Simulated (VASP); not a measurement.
```xyz
2
Lattice="0.0000 2.5667 2.5667 2.5667 0.0000 2.5667 2.5667 2.5667 0.0000" Properties=species:S:1:pos:R:3 pbc="T T T"
Be     5.1333     2.5667     2.5667
Se     1.2833     1.2833     1.2833
```

Level of theory: PBEsol GGA, VASP's PBE PAW potentials (set 64) (plane waves; VASP 6.6.1). Settings: 400 eV cut-off, 10×10×10 Γ-centred mesh, tetrahedra with Blöchl corrections, potentials Be Se.

The job: BeSe (zinc blende), 2 atoms, PBEsol, static run, 400 eV, 10×10×10 Γ-centred mesh. Roughly how much core time does it take on a busy server core?

About 20 core-seconds (one run on a shared machine, a rough figure). It had 47 irreducible k-points, 8 bands, up to 636 plane waves and 12 electronic steps.

The compound is BeSe in the zinc blende structure. It was relaxed first.
